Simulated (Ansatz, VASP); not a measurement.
# Cross-check of MgB2 between VASP and Ansatz, part 2 of 2

Wanted: the spread between two codes on one cell, functional and k mesh. The cell is taken from a series of runs on this material, whose earlier steps may have relaxed, scaled, displaced or heated it; both programs get it as it stands.

VASP 6.6.1 and Ansatz 0.2.0.

So far: Starting point; Ansatz: relaxation of cell and atoms, PBEsol; VASP: relaxation of cell and atoms, PBEsol; Comparison.

### Step 5. VASP: zone-centre phonons, PBEsol

Level of this step: PBEsol; plane waves and PAW (Mg, B) (VASP).

Second derivatives magnify differences that forces hide, and they need a tight electronic threshold.

INCAR reads:

```
SYSTEM = MgB2
PREC = Accurate
ENCUT = 600
EDIFF = 1E-08
NELM = 120
ISMEAR = 1
SIGMA = 0.15
LREAL = .FALSE.
ALGO = Normal
GGA = PS
NBANDS = 10
LORBIT = 11
LWAVE = .FALSE.
LCHARG = .FALSE.
ISIF = 2
IBRION = 8
LASPH = .TRUE.
GGA_COMPAT = .FALSE.
KPAR = 2
```

POSCAR reads:

```
MgB2
1.0
    3.0616305663      0.0000000000      0.0000000000
   -1.5308152831      2.6514498474      0.0000000000
    0.0000000000      0.0000000000      3.5047392193
Mg B
1 2
Direct
    0.0000000000      0.0000000000      0.0000000000
    0.3333333333      0.6666666667      0.5000000000
    0.6666666667      0.3333333333      0.5000000000
```

KPOINTS reads:

```
Automatic mesh
0
Gamma
15 15 12
0 0 0
```

The projector-augmented-wave data sets are Mg and B (PBE family, release 64).

The run is started by

```bash
$ mpirun -np 2 vasp_std
```

Numbers of over 12 decimals in the logs are rounded to 6 here.

Log:

```text
[banner, memory and clock lines left out]
running    2 mpi-ranks, on    1 nodes
[...]
[... a notice as in an earlier step ...]

 LDA part: xc-table for (Slater+PW92), standard interpolation
 POSCAR, INCAR and KPOINTS ok, starting setup
[...]
entering main loop
       N       E                     dE             d eps       ncg     rms          rms(c)
DAV:   1     0.672258248709E+01    0.67226E+01   -0.42295E+03  4020   0.763E+02
DAV:   2    -0.172695621578E+02   -0.23992E+02   -0.22741E+02  5006   0.119E+02
DAV:   3    -0.178635712290E+02   -0.59401E+00   -0.59189E+00  4946   0.166E+01
DAV:   4    -0.178650154634E+02   -0.14442E-02   -0.14441E-02  4922   0.842E-01
[...]
DAV:  12    -0.162248313184E+02    0.58177E-06   -0.38789E-06  4346   0.991E-03    0.132E-03
DAV:  13    -0.162248312907E+02    0.27714E-07   -0.25866E-07  4324   0.288E-03    0.104E-04
DAV:  14    -0.162248312930E+02   -0.23636E-08   -0.64513E-09  3188   0.591E-04
   1 F= -.16224831E+02 E0= -.16224565E+02  d E =-.800229E-03
[...]
RMM:  10    -0.453504993673E-01   -0.14365E-08   -0.28381E-09 28368   0.419E-05    0.806E-07
 first order change of Fermi-energy  -0.35438E-04
 force on displaced ion       2 direction 1 :  -8.404   0.003   0.000
 Linear response progress:
  Degree of freedom:   4/  4
       N       E                     dE             d eps       ncg     rms          rms(c)
RMM:   1    -0.413203784839E-01   -0.41320E-01    0.42154E-02 11753   0.111E+00
RMM:   2    -0.417576272461E-01   -0.43725E-03   -0.36599E-04  8863   0.129E-01    0.123E-01
RMM:   3    -0.415768357441E-01    0.18079E-03   -0.38034E-04  8553   0.110E-01    0.553E-02
RMM:   4    -0.418747278551E-01   -0.29789E-03   -0.18295E-04  8886   0.723E-02    0.127E-02
RMM:   5    -0.418751104662E-01   -0.38261E-06   -0.28067E-06  9381   0.113E-02    0.167E-03
RMM:   6    -0.418758743163E-01   -0.76385E-06   -0.62950E-08  9622   0.149E-03    0.758E-04
RMM:   7    -0.418700312248E-01    0.58431E-05   -0.10597E-08  9269   0.599E-04    0.352E-05
RMM:   8    -0.418702662030E-01   -0.23498E-06   -0.26941E-09 10074   0.873E-05    0.156E-05
RMM:   9    -0.418702604036E-01    0.57995E-08   -0.63066E-09 10055   0.510E-05    0.724E-07
 first order change of Fermi-energy   0.71903E-04
 force on displaced ion       2 direction 3 :   0.000  -0.000 -11.264
 Linear response finished
```

Parts of OUTCAR (step 5):

```text
  Total        0.0106717      0.0106717     -0.0261316      0.0000000     -0.0000000      0.0000000
  in kB        0.6009707      0.6009707     -1.4715827      0.0000000     -0.0000000      0.0000000
  external PRESSURE =      -0.0898805 kB  Pullay stress =       0.0000000 kB

 POSITION                                       TOTAL-FORCE (eV/Angst)
 -----------------------------------------------------------------------------------
      0.00000      0.00000      0.00000         0.000000      0.000000      0.000000
     -0.00000      1.76763      1.75237        -0.000000      0.000000      0.000000
      1.53082      0.88382      1.75237         0.000000     -0.000000      0.000000
 -----------------------------------------------------------------------------------
    total drift:                                0.000000     -0.000000      0.000000

[... 1 part as in an earlier step ...]

[... 1 further part left out ...]
```

### Step 6. Ansatz: zone-centre phonons, PBEsol

The same cell, functional, mesh and smearing now go to Ansatz, which takes its cutoff from its data sets.

The cell is taken from a series of runs on this material, whose earlier steps may have relaxed, scaled, displaced or heated it; both programs get it as it stands.

input.yaml reads:

```yaml
crystal:
  lattice:
    - [3.0616305663, 0.0, 0.0]
    - [-1.5308152831, 2.6514498474, 0.0]
    - [0.0, 0.0, 3.5047392193]
  atoms:
    - { symbol: Mg, position: [0.0, 0.0, 0.0] }
    - { symbol: B, position: [0.3333333333, 0.6666666667, 0.5] }
    - { symbol: B, position: [0.6666666667, 0.3333333333, 0.5] }
kpoints:
  mp_grid: { grid: [15, 15, 12] }
hamiltonian:
  xc: pbesol
scf:
  occupations: { method: methfessel_paxton, width: 0.15 }
output:
  eigenvalues: true
phonons:
  method: dfpt
```

The run is started by

```bash
$ ansatz run input.yaml --threads 4 --pin off --max-ram 7168MiB --backend cpu --events-out ev --progress --plain --runs-dir out
```

Log:

```text
zone centre: on kpoints.mp_grid the ground state, and the responses unless they are solved on pairs of k-points, stand on 448 of the mesh's 2700 k-points, reduced under 4 symmetry operations, with k and −k counted as one. Each operation leaves every solved displacement unchanged or reverses it
[...]
Crystal: 3 atoms, lattice volume = 28.451 Å³
[...]
k mesh reduced under 4 symmetry operations, with k and −k counted as one. Each operation leaves every solved displacement unchanged or reverses it
  ASR residual: 5.499e-5 → 0.000e0 eV/Å²; symmetrization residual: 1.409e-6 eV/Å²
  ASR residual per site (eV/Å²): 5.50e-5 1.06e-5 1.06e-5
  Γ frequencies (cm⁻¹): 0.00 0.00 0.00 338.68 338.68 407.85 594.67 594.67 691.59
  non-analytic LO–TO correction: not included (Born effective charges unavailable; polar crystals: no LO–TO splitting at Γ)
[key lines of the parts left out:]
SCF converged after 8 iterations
Free energy (F): -2217.789303 eV
Fermi energy:    9.385490 eV
```

### Step 7. Side by side

What differs besides the data sets and the points named for the pairs above, as far as they apply: the data sets hold 16 valence electrons in Ansatz (on its default PAW (the set named soft_2) files) and 8 in VASP. Total energies have different zeros and are not compared.

Both answers:

```csv
quantity,Ansatz,VASP,difference
optical mode 1 to 2 (cm⁻¹),338.7,340.4,-0.51 %
optical mode 3 (cm⁻¹),407.9,409.6,-0.42 %
optical mode 4 to 5 (cm⁻¹),594.7,601.1,-1.07 %
optical mode 6 (cm⁻¹),691.6,691.3,+0.04 %
```

Modes are paired by rising frequency, not by their patterns, so a pair may set unlike modes beside each other; they are those without the splitting of longitudinal modes.

### Step 8. What came out

```json
{
  "difference in edge c after relaxation, in the typed setting (relaxation of cell and atoms, PBEsol)": "0.043 %",
  "r.m.s. difference of the optical zone-centre modes, each program's sorted by frequency (zone-centre phonons, PBEsol)": "3.9 cm⁻¹",
  "difference in optical mode 4 to 5 (zone-centre phonons, PBEsol)": "-1.1 %"
}
```

What this shows: The difference in edge c after relaxation, in the typed setting is 0.043 % (relaxation of cell and atoms, PBEsol), within the 1.2 % picked in this series as the mark of a large difference, as far as the stopping tolerances let one tell. The data sets hold unlike numbers of valence electrons (16 in Ansatz and 8 in VASP), so part of the differences comes from the potentials. Among the rows given in per cent, the largest difference of the zone-centre phonons, PBEsol pair is in optical mode 4 to 5, -1.1 %. Such differences can come from data sets, numerical settings and the points named under the comparisons, not from the functional's error against experiment.

[Lines on the potential files, build, host, timing and source positions are cut from VASP's logs without a mark.]

[Logs are printed without paths, hosts, clocks, repeated set-up lines and the standing remarks that a program may print on its own settings, such as how far it seeks lower states.]

[Hosts, paths, dates, database ids (printed as entryN), source tags and the programs' standing remarks are cut or masked in the printed files.]
